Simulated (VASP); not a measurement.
Here is the system:

```
Ca
1.0
    0.00000     2.78630     2.78630
    2.78630     0.00000     2.78630
    2.78630     2.78630     0.00000
Ca
1
Direct
  0.00000   0.00000   0.00000
```

Method: r2SCAN meta-GGA, VASP's PBE PAW potentials (set 64) (plane waves; VASP). Run with 480 eV cut-off, 10×10×10 Γ-centred mesh, first-order Methfessel-Paxton smearing of 0.10 eV, potentials Ca_sv.

Each row applies one change to this cell, which was relaxed at other settings and keeps the small stress of the first row; at a fixed cut-off the stress holds a Pulay part, so it need not integrate to ΔE exactly. Stress is in GPa, positive when the cell is compressed.

```json
[
 {"change": "none", "ΔE (meV/atom)": "0.0", "σxx": "-0.03", "σyy": "-0.03", "σzz": "-0.03", "largest shear component, with its sign (GPa)": "0.00", "largest force (eV/Å)": "0.000"},
 {"change": "isotropic strain of +1.5 %", "ΔE (meV/atom)": "[?]", "σxx": "[?]", "σyy": "[?]", "σzz": "[?]", "largest shear component, with its sign (GPa)": "[?]", "largest force (eV/Å)": "[?]"},
 {"change": "isotropic strain of +1.0 %", "ΔE (meV/atom)": "2.0", "σxx": "-0.55", "σyy": "-0.55", "σzz": "-0.55", "largest shear component, with its sign (GPa)": "0.00", "largest force (eV/Å)": "0.000"},
 {"change": "uniaxial strain of +1.0 % along z", "ΔE (meV/atom)": "0.3", "σxx": "-0.18", "σyy": "-0.18", "σzz": "-0.27", "largest shear component, with its sign (GPa)": "0.00", "largest force (eV/Å)": "0.000"},
 {"change": "isotropic strain of -1.0 %", "ΔE (meV/atom)": "2.4", "σxx": "0.55", "σyy": "0.55", "σzz": "0.55", "largest shear component, with its sign (GPa)": "0.00", "largest force (eV/Å)": "0.000"},
 {"change": "uniaxial strain of +3.0 % along y", "ΔE (meV/atom)": "2.5", "σxx": "-0.45", "σyy": "-0.72", "σzz": "-0.45", "largest shear component, with its sign (GPa)": "0.00", "largest force (eV/Å)": "0.000"},
 {"change": "biaxial strain of -1.0 % in the yz plane", "ΔE (meV/atom)": "1.2", "σxx": "0.29", "σyy": "0.38", "σzz": "0.38", "largest shear component, with its sign (GPa)": "0.00", "largest force (eV/Å)": "0.000"},
 {"change": "uniaxial strain of -4.0 % along z", "ΔE (meV/atom)": "[?]", "σxx": "[?]", "σyy": "[?]", "σzz": "[?]", "largest shear component, with its sign (GPa)": "[?]", "largest force (eV/Å)": "[?]"}
]
```

Q: What belongs in the gaps?

A: 
- isotropic strain of +1.5 %, ΔE (meV/atom): 4.6
- isotropic strain of +1.5 %, σxx: -0.78
- isotropic strain of +1.5 %, σyy: -0.78
- isotropic strain of +1.5 %, σzz: -0.78
- isotropic strain of +1.5 %, largest shear component, with its sign (GPa): 0.00
- isotropic strain of +1.5 %, largest force (eV/Å): 0.000
- uniaxial strain of -4.0 % along z, ΔE (meV/atom): 5.5
- uniaxial strain of -4.0 % along z, σxx: 0.65
- uniaxial strain of -4.0 % along z, σyy: 0.65
- uniaxial strain of -4.0 % along z, σzz: 1.00
- uniaxial strain of -4.0 % along z, largest shear component, with its sign (GPa): 0.00
- uniaxial strain of -4.0 % along z, largest force (eV/Å): 0.000

Failed runs are left out, and for metals the shear rows, which the mesh's noise covers.

The compound is Ca in the fcc structure.
